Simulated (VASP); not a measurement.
Level of theory: r2SCAN meta-GGA with D3 dispersion (zero damping), VASP's PBE PAW potentials (set 64) (plane waves; VASP).

The input files of a VASP run:

### POSCAR
```
Ta2N
1
    3.1128600000     0.0000000000     0.0000000000
   -1.5564300000     2.6958160000     0.0000000000
    0.0000000000     0.0000000000     4.8698400000
Ta N
2 1
Direct
  0.6639710000   0.3295920000   0.7635440000
  0.3291340000   0.6658850000   0.2277350000
  0.0068940000   0.0045220000   0.0087210000
```

**INCAR**
```
ALGO = Normal
EDIFF = 1E-6
ENCUT = 400
ISIF = 2
ISMEAR = 1
IVDW = 11
LASPH = .True.
LCHARG = .False.
LMAXMIX = 6
LMIXTAU = .True.
LREAL = .False.
LWAVE = .False.
METAGGA = R2SCAN
NELM = 100
PREC = Accurate
SIGMA = 0.1
SYSTEM = Ta2N
```

KPOINTS:
```
K-points
0
G
10 10 6
```

POTCAR, in this order: Ta_pv N (PBE.64 set). Program: vasp_std.

What VASP printed:

**stdout**
```
 POSCAR found type information on POSCAR TaN
 POSCAR found :  2 types and       3 ions
 Reading from existing POTCAR
 Reading from existing POTCAR

 -----------------------------------------------------------------------------
|                                                                             |
|               ----> ADVICE to this user running VASP <----                  |
|                                                                             |
|     You enforced a specific xc type in the INCAR file but a different       |
|     type was found in the POTCAR file.                                      |
|     I HOPE YOU KNOW WHAT YOU ARE DOING!                                     |
|                                                                             |
 -----------------------------------------------------------------------------

 -----------------------------------------------------------------------------
|                                                                             |
|     EEEEEEE  RRRRRR   RRRRRR   OOOOOOO  RRRRRR      ###     ###     ###     |
|     E        R     R  R     R  O     O  R     R     ###     ###     ###     |
|     E        R     R  R     R  O     O  R     R     ###     ###     ###     |
|     EEEEE    RRRRRR   RRRRRR   O     O  RRRRRR       #       #       #      |
|     E        R   R    R   R    O     O  R   R                               |
|     E        R    R   R    R   O     O  R    R      ###     ###     ###     |
|     EEEEEEE  R     R  R     R  OOOOOOO  R     R     ###     ###     ###     |
|                                                                             |
|     Unsupported xc functional, please specify VDW_S6, VDW_S8, VDW_SR        |
|     and VDW_SR8 in the INCAR file.                                          |
|                                                                             |
|       ---->  I REFUSE TO CONTINUE WITH THIS SICK JOB ... BYE!!! <----       |
|                                                                             |
 -----------------------------------------------------------------------------
```

VASP stops with an error: Unsupported xc functional, please specify VDW_S6, VDW_S8, VDW_SR and VDW_SR8 in the INCAR file. ----> I REFUSE TO CONTINUE WITH THIS SICK JOB ... BYE!!! <----

The structure comes from a computed database's Ta2N entry; how it stands against other phases isn't given here. The cell was not relaxed at this level, atoms are displaced from their ideal sites. The run is one of a series of settings (IVDW = 11, LMIXTAU = .TRUE., METAGGA = R2SCAN, POTCAR Ta_pv N (PBE.64 set) against the base run), some of them coarse on purpose.
